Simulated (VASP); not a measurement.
OSZICAR of a VASP run on Hf:

### OSZICAR
```
       N       E                     dE             d eps       ncg     rms          rms(c)
DAV:   1     0.620080507182E+03    0.62008E+03   -0.69663E+04  1576   0.911E+02
DAV:   2    -0.948560016644E+02   -0.71494E+03   -0.69331E+03  1376   0.263E+02
DAV:   3    -0.151659189688E+03   -0.56803E+02   -0.53964E+02  1440   0.559E+01
DAV:   4    -0.155932865015E+03   -0.42737E+01   -0.41320E+01  1584   0.133E+01
DAV:   5    -0.156122664420E+03   -0.18980E+00   -0.18475E+00  1520   0.254E+00    0.182E+02
DAV:   6    -0.145300950470E+03    0.10822E+02   -0.12747E+02  1520   0.228E+01    0.674E+01
DAV:   7    -0.148780808383E+03   -0.34799E+01   -0.13229E+02  1496   0.182E+01    0.666E+01
DAV:   8    -0.139126632279E+03    0.96542E+01   -0.54068E+01  1544   0.124E+01    0.144E+01
DAV:   9    -0.139628197699E+03   -0.50157E+00   -0.51713E+00  1568   0.425E+00    0.126E+01
DAV:  10    -0.139633157171E+03   -0.49595E-02   -0.24838E-01  1584   0.103E+00    0.789E+00
DAV:  11    -0.139695515620E+03   -0.62358E-01   -0.65509E-01  1520   0.174E+00    0.807E+00
DAV:  12    -0.139620955017E+03    0.74561E-01   -0.33614E-01  1512   0.133E+00    0.617E-01
DAV:  13    -0.139622397085E+03   -0.14421E-02   -0.39118E-02  1616   0.454E-01    0.660E-01
DAV:  14    -0.139621969921E+03    0.42716E-03   -0.37265E-03  1472   0.161E-01    0.608E-01
DAV:  15    -0.139617968941E+03    0.40010E-02   -0.25634E-03  1424   0.998E-02    0.574E-01
DAV:  16    -0.139614153340E+03    0.38156E-02   -0.28265E-03  1432   0.632E-02    0.249E-01
DAV:  17    -0.139612864252E+03    0.12891E-02   -0.59197E-04  1520   0.365E-02    0.197E-01
DAV:  18    -0.139611713180E+03    0.11511E-02   -0.39293E-04  1272   0.381E-02    0.103E-01
DAV:  19    -0.139611782247E+03   -0.69066E-04   -0.13727E-04  1432   0.218E-02    0.746E-02
DAV:  20    -0.139611994675E+03   -0.21243E-03   -0.11249E-04  1032   0.207E-02    0.261E-02
DAV:  21    -0.139612369485E+03   -0.37481E-03   -0.55140E-05  1056   0.142E-02    0.394E-02
DAV:  22    -0.139612505490E+03   -0.13601E-03   -0.80812E-06  1168   0.559E-03    0.277E-02
DAV:  23    -0.139612650429E+03   -0.14494E-03   -0.55083E-06  1016   0.458E-03    0.166E-02
DAV:  24    -0.139612729887E+03   -0.79458E-04   -0.47220E-06   944   0.338E-03    0.850E-03
DAV:  25    -0.139612748964E+03   -0.19077E-04   -0.14422E-06   920   0.148E-03    0.725E-03
DAV:  26    -0.139612756192E+03   -0.72279E-05   -0.58645E-07   816   0.114E-03    0.517E-03
DAV:  27    -0.139612757729E+03   -0.15367E-05   -0.26767E-07   808   0.815E-04    0.325E-03
DAV:  28    -0.139612757818E+03   -0.88867E-07   -0.58124E-08   768   0.459E-04
   1 F= -.13961276E+03 E0= -.13918121E+03  d E =-.863100E+00
```

Which electronic solver shows in the log?

It is blocked Davidson (ALGO = Normal, or the opening steps of other solvers). The INCAR had ALGO = Normal.

Can the final energy be trusted as converged?

The run converged. It stopped with EDIFF = 1E-6, NELM = 100 (RPBE GGA, plane waves, VASP's PBE PAW potentials (set 64)).  The cell holds a wide vacuum, so values per volume refer to the whole cell.

The cell is a sheet with vacuum, built from a generated structure.
